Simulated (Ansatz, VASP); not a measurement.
**Ti9Al44O84 (glassy 29TiO2-71Al2O3 (mol %)) in two plane-wave programs**

Aim: how closely do two programs agree when they are given the same cell, functional and k mesh? The cell is taken from a series of runs on this material, whose earlier steps may have relaxed, scaled, displaced or heated it; both programs get it as it stands.

Program: Ansatz 0.2.0. Level of theory: plane waves, with VASP 6.6.1 beside it; single point at r2SCAN. Results are calculated unless marked as measured.

## (1) The structure

The cell holds 137 atoms: 9 Ti, 44 Al and 84 O. Its edges and angles: a = 11.399 Å, b = 11.399 Å, c = 11.399 Å, α = 90.0°, β = 90.0°, γ = 90.0°. As first built, before any earlier steps moved the atoms (in the runner's words): 137 atoms (9 Ti, 44 Al, 84 O) placed at random at 3.12 g/cm^3, melted at 4000 K for 10 ps at fixed volume with the Morse and Coulomb pair potential with partial charges (Pedone, Malavasi, Menziani, Cormack and Segre, J. Phys. Chem. B 110, 11780 (2006)). Quenched from 4000 K to 300 K at 1000 K/ps and fixed volume, held 10 ps at zero pressure.

## (2) VASP: single point, r2SCAN

A single point gives forces, pressure and levels at one fixed geometry, so differences don't come from the geometry; what else differs is listed under the comparison.

Lines of VASP's logs that name or quote its potential files are left out, and so is its time.

INCAR reads:

```
SYSTEM = Ti9Al44O84
PREC = Accurate
ENCUT = 580
EDIFF = 1E-06
NELM = 120
ISMEAR = 0
SIGMA = 0.01
LREAL = Auto
ALGO = Normal
METAGGA = R2SCAN
LASPH = .TRUE.
NBANDS = 467
LORBIT = 11
LWAVE = .FALSE.
LCHARG = .FALSE.
ISIF = 2
GGA_COMPAT = .FALSE.
EFERMI = MIDGAP
LMIXTAU = .TRUE.
```

POSCAR reads:

```
Ti9Al44O84
1.0
   11.3986300000      0.0000000000      0.0000000000
    0.0000000000     11.3986300000      0.0000000000
    0.0000000000      0.0000000000     11.3986300000
Ti Al O
9 44 84
Direct
    0.3617400000      0.7383100000      0.8361800000
    0.0725900000      0.9211400000      0.3717700000
    0.4091800000      0.2195800000      0.3924400000
    0.8056600000      0.5785800000      0.2010000000
    0.0450000000      0.4888800000      0.6425500000
    0.9949100000      0.8160700000      0.8723900000
    0.6004900000      0.2311500000      0.9880400000
    0.4124800000      0.7957500000      0.3643800000
    0.3799300000      0.3824900000      0.6657900000
    0.3400700000      0.9720800000      0.9771000000
    0.8541400000      0.2870800000      0.2912400000
    0.0092100000      0.4628600000      0.1365900000
    0.8621100000      0.2562900000      0.0554300000
    0.6927300000      0.8232700000      0.2791000000
    0.3934800000      0.0048900000      0.1998800000
    0.1177700000      0.2760200000      0.7544600000
    0.0459300000      0.7315200000      0.1556500000
    0.1497700000      0.3300800000      0.0296200000
    0.8273300000      0.6882900000      0.6769000000
    0.5789100000      0.9113600000      0.7396300000
    0.3585100000      0.2751400000      0.1442500000
    0.2557200000      0.5228300000      0.1990600000
    0.8349000000      0.9107400000      0.5093000000
    0.7642300000      0.0583600000      0.6690000000
    0.1396600000      0.7967500000      0.6339900000
    0.7005700000      0.1004400000      0.1748400000
    0.3547100000      0.2259000000      0.8685900000
    0.3953500000      0.4706000000      0.9560800000
    0.9597300000      0.1382500000      0.4250600000
    0.5350200000      0.6313900000      0.1866300000
[... 101 atom lines left out ...]
    0.9991500000      0.3190100000      0.0595000000
    0.7047200000      0.3387700000      0.3340600000
    0.7229700000      0.8318400000      0.4312100000
    0.7273600000      0.3351500000      0.0157400000
    0.7701400000      0.5719900000      0.3646200000
    0.8796800000      0.7905500000      0.5819700000
```

KPOINTS reads:

```
Automatic mesh
0
Gamma
1 1 1
0 0 0
```

The projector-augmented-wave data sets are Ti_sv, Al and O (PBE family, release 64).

Command:

```console
export OMP_NUM_THREADS=3
mpirun -np 1 vasp_gam
```

Numbers of over 12 decimals in the logs are rounded to 6 here.

Log:

```text
[banner, memory and clock lines left out]
running    1 mpi-ranks, on    1 nodes
[...]
Offloading initialized ...    1 GPUs detected
[...]
|                                                                             |
|               ----> ADVICE to this user running VASP <----                  |
|                                                                             |
|     You enforced a specific xc type in the INCAR file but a different       |
|     [... a line on the potential file left out ...]
|     I HOPE YOU KNOW WHAT YOU ARE DOING!                                     |
|                                                                             |

 LDA part: xc-table for (None), standard interpolation
 POSCAR, INCAR and KPOINTS ok, starting setup
[...]
entering main loop
       N       E                     dE             d eps       ncg     rms          rms(c)
DAV:   1     0.952266341836E+04    0.95227E+04   -0.46434E+05   934   0.189E+03
DAV:   2    -0.224137789218E+03   -0.97468E+04   -0.91485E+04  1070   0.495E+02
DAV:   3    -0.165339830050E+04   -0.14293E+04   -0.14035E+04  1057   0.200E+02
DAV:   4    -0.174832076652E+04   -0.94922E+02   -0.94465E+02  1348   0.521E+01
[...]
DAV:  17    -0.133626331907E+04   -0.94510E-05   -0.31981E-05  1140   0.193E-02    0.120E-02
DAV:  18    -0.133626331909E+04   -0.22774E-07   -0.27850E-05  1060   0.115E-02    0.971E-03
DAV:  19    -0.133626331858E+04    0.51021E-06   -0.61238E-06  1012   0.536E-03
   1 F= -.13362633E+04 E0= -.13362633E+04  d E =0.000000E+00
```

From OUTCAR (step 2):

```text
  Total       65.2696869     62.7901129     37.5835064      1.5736545     14.3912609      5.2254042
  in kB       70.6096634     67.9272256     40.6583648      1.7024015     15.5686680      5.6529156
  external PRESSURE =      59.7317513 kB  Pullay stress =       0.0000000 kB

 POSITION                                       TOTAL-FORCE (eV/Angst)
 -----------------------------------------------------------------------------------
      4.12334      8.41572      9.53131        -0.505056      0.706217      0.257411
      0.82743     10.49973      4.23767        -1.801667     -2.735480      0.423883
      4.66409      2.50291      4.47328        -1.522545      0.036202      1.463522
      9.18342      6.59502      2.29112        -1.566411     -0.831959      1.785792
[...]
5.31598     10.79017      4.25670         0.360811      1.033830      0.505152
      4.86197      2.52913      0.09142        -0.061969      0.191105      0.587576
      9.50703      1.97857      2.03055         0.026876      0.374459      1.511114
      6.05495      5.06122      8.07285         0.788780     -1.240192     -0.289657
     11.29456      9.21180      0.45595        -0.379842      0.272193     -1.921869
      1.45184      0.40636      3.35279         1.397007      2.890641     -1.247281
      0.98667      5.14158      5.58749         1.041430     -0.135018     -1.991618
      5.48411     11.20178      7.41629        -0.298793      0.141565     -1.052120
      9.07035      6.58670      0.18375        -0.371716     -1.309207      0.466851
[...]
-----------------------------------------------------------------------------------
    total drift:                               -0.000858      0.004710      0.021295

  FREE ENERGIE OF THE ION-ELECTRON SYSTEM (eV)
  ---------------------------------------------------
  free  energy   TOTEN  =     -1336.2633185807 eV

  energy  without entropy=    -1336.2633185807  energy(sigma->0) =    -1336.26331858

[... 3 further parts left out ...]
[key lines of the parts left out:]
E-fermi :   5.3750
```

The run ends at a pressure of 5.97 GPa, with forces up to 4.3 eV/Å.

## (3) Ansatz: single point, r2SCAN

Ansatz runs on its default PAW (the set named soft_2) files.

The same cell, functional and mesh now go to Ansatz, which takes its cutoff from its data sets.

input.yaml reads:

```yaml
crystal:
  lattice:
    - [11.39863, 0.0, 0.0]
    - [0.0, 11.39863, 0.0]
    - [0.0, 0.0, 11.39863]
  atoms:
    - { symbol: Ti, position: [0.36174, 0.73831, 0.83618] }
    - { symbol: Ti, position: [0.07259, 0.92114, 0.37177] }
    - { symbol: Ti, position: [0.40918, 0.21958, 0.39244] }
    - { symbol: Ti, position: [0.80566, 0.57858, 0.201] }
    - { symbol: Ti, position: [0.045, 0.48888, 0.64255] }
    - { symbol: Ti, position: [0.99491, 0.81607, 0.87239] }
    - { symbol: Ti, position: [0.60049, 0.23115, 0.98804] }
    - { symbol: Ti, position: [0.41248, 0.79575, 0.36438] }
    - { symbol: Ti, position: [0.37993, 0.38249, 0.66579] }
    - { symbol: Al, position: [0.34007, 0.97208, 0.9771] }
    - { symbol: Al, position: [0.85414, 0.28708, 0.29124] }
    - { symbol: Al, position: [0.00921, 0.46286, 0.13659] }
    - { symbol: Al, position: [0.86211, 0.25629, 0.05543] }
    - { symbol: Al, position: [0.69273, 0.82327, 0.2791] }
    - { symbol: Al, position: [0.39348, 0.00489, 0.19988] }
    - { symbol: Al, position: [0.11777, 0.27602, 0.75446] }
    - { symbol: Al, position: [0.04593, 0.73152, 0.15565] }
    - { symbol: Al, position: [0.14977, 0.33008, 0.02962] }
    - { symbol: Al, position: [0.82733, 0.68829, 0.6769] }
    - { symbol: Al, position: [0.57891, 0.91136, 0.73963] }
    - { symbol: Al, position: [0.35851, 0.27514, 0.14425] }
    - { symbol: Al, position: [0.25572, 0.52283, 0.19906] }
    - { symbol: Al, position: [0.8349, 0.91074, 0.5093] }
    - { symbol: Al, position: [0.76423, 0.05836, 0.669] }
    - { symbol: Al, position: [0.13966, 0.79675, 0.63399] }
    - { symbol: Al, position: [0.70057, 0.10044, 0.17484] }
    - { symbol: Al, position: [0.35471, 0.2259, 0.86859] }
    - { symbol: Al, position: [0.39535, 0.4706, 0.95608] }
    - { symbol: Al, position: [0.95973, 0.13825, 0.42506] }
    - { symbol: Al, position: [0.53502, 0.63139, 0.18663] }
[... 101 atom lines left out ...]
    - { symbol: O, position: [0.99915, 0.31901, 0.0595] }
    - { symbol: O, position: [0.70472, 0.33877, 0.33406] }
    - { symbol: O, position: [0.72297, 0.83184, 0.43121] }
    - { symbol: O, position: [0.72736, 0.33515, 0.01574] }
    - { symbol: O, position: [0.77014, 0.57199, 0.36462] }
    - { symbol: O, position: [0.87968, 0.79055, 0.58197] }
kpoints:
  mp_grid: { grid: [1, 1, 1] }
hamiltonian:
  xc: r2scan
scf:
  occupations: { method: fixed }
output:
  forces: true
```

Command:

```console
ansatz run input.yaml --threads 4 --pin off --max-ram 15872MiB --backend cpu --events-out ev --progress --plain --runs-dir out
```

Log:

```text
Engine: ansatz 0.2.0, x86_64-unknown-linux-gnu
Pseudopotentials: kind: paw
Pseudopotential: Ti, paw, valence charge 12, recommended cutoff 500 eV (meta_gga), Ti.paw.azcp
Pseudopotential: Al, paw, valence charge 3, recommended cutoff 500 eV (meta_gga), Al.paw.azcp
Pseudopotential: O, paw, valence charge 6, recommended cutoff 500 eV (meta_gga), O.paw.azcp
Functional definition: r2SCAN
  parameter k0 = 0.174
  parameter k1 = 0.065
  parameter a1 = 4.9479
  exchange = r2scan_x(k0 = k0, k1 = k1, a1 = a1)
  correlation = r2scan_c
Crystal: 137 atoms, lattice volume = 1481.010 Å³
Basis set: ecut = 500 eV, 37529 PW (Γ), exchange–correlation on 360×360×360 points (64 copies of the dense FFT grid, shifted against one another)
Bands: 509, of which v1, the nominal top of the filled ones, is band 372 counted from 1 (371 counted from 0)
Symmetry: 1 space group operations
Space group: P1 (ITA 1), of the structure as read, at distance tolerance 1.1e-4 Å
k-points: 1
Non-local potential: Ti, projectors of the file, l = 0: 3, l = 1: 2, l = 2: 3, l = 3: 1
Non-local potential: Al, projectors of the file, l = 0: 2, l = 1: 2, l = 2: 1
Non-local potential: O, projectors of the file, l = 0: 2, l = 1: 2, l = 2: 1
PAW form: soft (Blöchl's): semilocal exchange-correlation on the pseudo side does not see the compensation charge
PAW frozen core: Ti, regenerated for the run's functional (the file was generated under x = pbe(κ = 0.804, μ = 0.219515), c = pbe(β = 0.066725))
PAW frozen core: Al, regenerated for the run's functional (the file was generated under x = pbe(κ = 0.804, μ = 0.219515), c = pbe(β = 0.066725))
PAW frozen core: O, regenerated for the run's functional (the file was generated under x = pbe(κ = 0.804, μ = 0.219515), c = pbe(β = 0.066725))
PAW one-centre angular grid: Ti, 590 points (default); XC on 160 Gauss nodes
PAW one-centre angular grid: Al, 302 points (default); XC on 160 Gauss nodes
PAW one-centre angular grid: O, 302 points (default); XC on 160 Gauss nodes
Initial density: superposition of atomic densities (neutral atoms: chi_scale 0, normalization atom), corrected by the library's trained network
Initial wavefunctions: pseudopotential atomic-orbital guess
Functional: x = r2scan, c = r2scan; τ floored in thin density (d = 2e-4 eV/Å³)
SCF iter   1: F=—  HF=-94273.227489 eV  |F-HF|=—  |Δ(HF+E_count)|=         —  Δρ=1.41e-2  dr2=3.84e0  dr2_τ=9.37e0  ethr=1.77e-3  ⟨swp⟩=5.0  Hψ=1602  notcnv=0  defer=134
preconditioner: auto → Resta (q_TF=auto, 2.433 Å⁻¹)  ε∞=3.7  [insulator: Δε(μ)=2.925 eV  Ē_g=15.190 eV  n_scr=364 (ndim 8)  ℏωp=25.0 eV  f_vac=0.051  ε∞_Penn≈3.7]
SCF iter   2: F=—  HF=-94277.442294 eV  |F-HF|=—  |Δ(HF+E_count)|=    4.21e0  Δρ=7.88e-3  dr2=7.01e-1  dr2_τ=1.70e-1  ethr=5.16e-4  ⟨swp⟩=3.0  Hψ=900  notcnv=0  defer=135
SCF iter   3: F=—  HF=-94277.365530 eV  |F-HF|=—  |Δ(HF+E_count)|=   7.68e-2  Δρ=3.66e-3  dr2=1.56e-1  dr2_τ=1.09e-2  ethr=9.43e-5  ⟨swp⟩=2.0  Hψ=647  notcnv=0  defer=113
automatic band count: iteration 3 solves 488 bands in place of 509: the levels show a gap, and the empty bands left out lie too high to hold charge; the band table lists the bands solved (type scf.n_extra_bands for more)
SCF iter   4: F=—  HF=-94277.350567 eV  |F-HF|=—  |Δ(HF+E_count)|=   1.50e-2  Δρ=1.83e-3  dr2=5.15e-2  dr2_τ=6.05e-3  ethr=2.09e-5  ⟨swp⟩=2.0  Hψ=645  notcnv=0  defer=114
SCF iter   5: F=—  HF=-94277.341509 eV  |F-HF|=—  |Δ(HF+E_count)|=   9.06e-3  Δρ=4.90e-4  dr2=3.67e-3  dr2_τ=4.52e-4  ethr=6.93e-6  ⟨swp⟩=2.0  Hψ=651  notcnv=0  defer=114
SCF iter   6: F=—  HF=-94277.341254 eV  |F-HF|=—  |Δ(HF+E_count)|=   2.55e-4  Δρ=2.07e-4  dr2=6.00e-4  dr2_τ=6.69e-5  ethr=4.93e-7  ⟨swp⟩=2.0  Hψ=734  notcnv=0  defer=114
SCF iter   7: F=—  HF=-94277.341311 eV  |F-HF|=—  |Δ(HF+E_count)|=   5.75e-5  Δρ=1.07e-4  dr2=2.06e-4  dr2_τ=1.91e-5  ethr=8.07e-8  ⟨swp⟩=2.0  Hψ=749  notcnv=0  defer=107
SCF iter   8: F=—  HF=-94277.341300 eV  |F-HF|=—  |Δ(HF+E_count)|=   1.11e-5  Δρ=3.85e-5  dr2=2.77e-5  dr2_τ=2.77e-6  ethr=2.78e-8  ⟨swp⟩=2.0  Hψ=749  notcnv=0  defer=107
SCF iter   9: F=—  HF=-94277.345302 eV  |F-HF|=—  |Δ(HF+E_count)|=   4.00e-3  Δρ=1.61e-5  dr2=4.83e-6  dr2_τ=4.29e-7  ethr=3.72e-9  ⟨swp⟩=2.0  Hψ=852  notcnv=0  defer=107
SCF iter  10: F=—  HF=-94277.345303 eV  |F-HF|=—  |Δ(HF+E_count)|=   1.15e-6  Δρ=7.30e-6  dr2=9.92e-7  dr2_τ=9.34e-8  ethr=6.49e-10  ⟨swp⟩=2.0  Hψ=722  notcnv=0  defer=107
SCF iter  11: F=—  HF=-94277.345304 eV  |F-HF|=—  |Δ(HF+E_count)|=   3.56e-7  Δρ=4.73e-6  dr2=3.98e-7  dr2_τ=4.59e-8  ethr=1.33e-10  ⟨swp⟩=2.0  Hψ=753  notcnv=0  defer=107
SCF iter  12: F=-94277.345304 eV  HF=-94277.345304 eV  |F-HF|=1.86e-8  |Δ(HF+E_count)|=   3.46e-8  Δρ=1.38e-6  dr2=4.01e-8  dr2_τ=2.93e-9  ethr=1.34e-11  ⟨swp⟩=3.0  Hψ=1617  notcnv=0
SCF 1 converged in 12 iterations: F = -94277.345304 eV  dr2 = 4.01e-8
  greatest PAW one-centre occupation: 1.001 electrons in one spin orbital (limit 2), on the Ti atom at site 1 (counted from 0), in its partial waves of l = 1
SCF converged after 12 iterations
Free energy (F): -94277.345304 eV
Harris-Foulkes:  -94277.345304 eV  (|F-HF|=1.86e-8)
Internal energy: -94277.345304 eV  (E = F + TS)
E sigma→0 (E₀):  -94277.345304 eV
Fermi energy:    6.161148 eV
--- Per-component energies (eV) ---
  E_band       = -3456.925957
  E_kinetic    = 18706.337123
  E_local      = -48974.660393  (includes V_loc(G=0)·N_el)
  E_nonlocal   = 4416.399862
  E_hartree    = 19111.784485
  E_xc         = -8749.204306
  E_vxc        = -11645.056734  (∫ρ·V_xc dr)
  E_paw        = -43811.019304  (= ΣΔE_a)
  E_vpaw       = -4918.092212  (= ΣTr[D̂ρ^β])
  E_aug_tail   = 0.089438  (compensation charges beyond the density's cutoff)
  E_vtau       = 734.488748  (kinetic-family band-sum trace: ∫τ·v_τ [+ j·A + Jᵃ·Aᵃ] dr)
  E_ewald      = -34969.463304
  E_core_change = -7.608905  (= ΣΔE_core)
  E_smearing   = -0.000000  (= −TS)
  E_closure    = 0.000000  (closes the sum)
  Σ components = -94277.345304   (vs F -94277.345304, Δ=0.00e0)
--- Forces (eV/Å), atoms counted from 1 ---
  atom   1  Ti    -0.50253100     0.69308882     0.18394172
  atom   2  Ti    -1.79113879    -2.67113236     0.33378249
  atom   3  Ti    -1.47304043    -0.02050977     1.52639708
  atom   4  Ti    -1.53841780    -0.72343952     1.83518128
  atom   5  Ti    -1.89384368     1.62276899     1.54844566
  atom   6  Ti     1.31007667    -2.39730926     2.68988319
  atom   7  Ti    -0.56474551     0.49093962    -0.45696466
  atom   8  Ti     0.10983828    -0.48259507     1.44567786
  atom   9  Ti    -1.25782524     0.16572633    -0.02461600
  atom  10  Al     0.96928669    -0.11198292    -1.32792624
  atom  11  Al    -1.18058326     0.40869886     0.55243939
  atom  12  Al    -0.60027487    -1.12235935    -0.98555276
  atom  13  Al     0.07422971     1.19808006    -2.21786863
  atom  14  Al    -0.81086327     0.96243764     0.42934024
  atom  15  Al    -0.46095912    -4.20981874    -0.38844676
  atom  16  Al     0.05559230     1.62916817     1.03567065
  atom  17  Al     1.40921269    -1.35987487    -3.01429137
  atom  18  Al    -0.06967802    -0.06522295    -0.37984857
  atom  19  Al    -0.25248960     1.41598103    -0.55933243
  atom  20  Al    -0.13111727    -2.64758116    -0.23409767
  atom  21  Al     0.95498390    -1.48281231     0.44535757
  atom  22  Al    -0.36664662     0.75758585    -0.42374153
  atom  23  Al     0.28516314     0.40500411     0.86902823
  atom  24  Al    -0.32733455     0.70203509     0.64083043
[...]
atom 130  O      1.37059303    -0.53262413     0.58995930
  atom 131  O     -1.31116772     2.98166567    -0.58499001
  atom 132  O     -0.91123696     0.35271635     0.83828999
  atom 133  O      0.79022438    -0.23045744     1.48262471
  atom 134  O      0.10467306     0.42960342    -2.48151841
  atom 135  O      1.67641369    -0.12999466     0.31702759
  atom 136  O      1.22970252     0.53008975    -1.09274501
  atom 137  O      0.67697851    -1.23608234    -0.00573777
  max |Σ_I F_I| component: 2.21e-4 eV/Å
```

## (4) Comparison

Known differences besides the potentials themselves: VASP keeps PBE cores, Ansatz makes them for the functional; fixed occupations in Ansatz, narrow Gaussian smearing in VASP; the cutoff is 500 eV in Ansatz and 580 eV in VASP (PREC = Accurate, projectors in real space); in our runs with r2SCAN, forces from VASP's data set Ti_sv part from Ansatz's all-electron ones, so neither program is the reference here. Total energies have different zeros and are not compared.

Compared:

```tsv
quantity	Ansatz	VASP	difference
gap on the k mesh (eV)	2.055	2.054	+0.002
```

Forces on 9 of the 137 atoms, those with the largest forces and the largest differences (eV/Å; atoms numbered as in POSCAR):

```tsv
atom	Ansatz x, y, z	VASP x, y, z
Ti2	-1.791, -2.671, 0.334	-1.802, -2.735, 0.424
Ti6	1.310, -2.397, 2.690	1.347, -2.335, 2.745
Ti8	0.110, -0.483, 1.446	0.056, -0.554, 1.575
Al15	-0.461, -4.210, -0.388	-0.463, -4.302, -0.401
Al17	1.409, -1.360, -3.014	1.441, -1.434, -3.047
O69	-0.613, -0.622, -0.206	-0.622, -0.615, -0.367
O78	1.327, 2.724, -1.116	1.397, 2.891, -1.247
O116	2.265, 1.331, -2.026	2.330, 1.352, -2.059
O131	-1.311, 2.982, -0.585	-1.306, 3.004, -0.603
```

The forces differ by 42 meV/Å r.m.s., which is 4.0 % of the r.m.s. force of 1.059 eV/Å (both taken over all components). A gap on the mesh is an upper bound, since the band edges may lie between its points.

## (5) Summary of results

| Property | Result |
| --- | --- |
| r.m.s. force difference (single point, r2SCAN) | 4.0 % of the r.m.s. force |

In words: The r.m.s. force difference is 4.0 % of the r.m.s. force (single point, r2SCAN), beyond the 3 % picked in this series as the mark of a large difference. What causes the difference of the single point, r2SCAN pair stays open here. How closely two codes agree says nothing of how well the functional describes the real material.

[Lines on the potential files, build, host, timing and source positions are cut from VASP's logs without a mark.]

[Logs are printed without paths, hosts, clocks, repeated set-up lines and the standing remarks that a program may print on its own settings, such as how far it seeks lower states.]

[Hosts, paths, dates, database ids (printed as entryN), source tags and the programs' standing remarks are cut or masked in the printed files.]
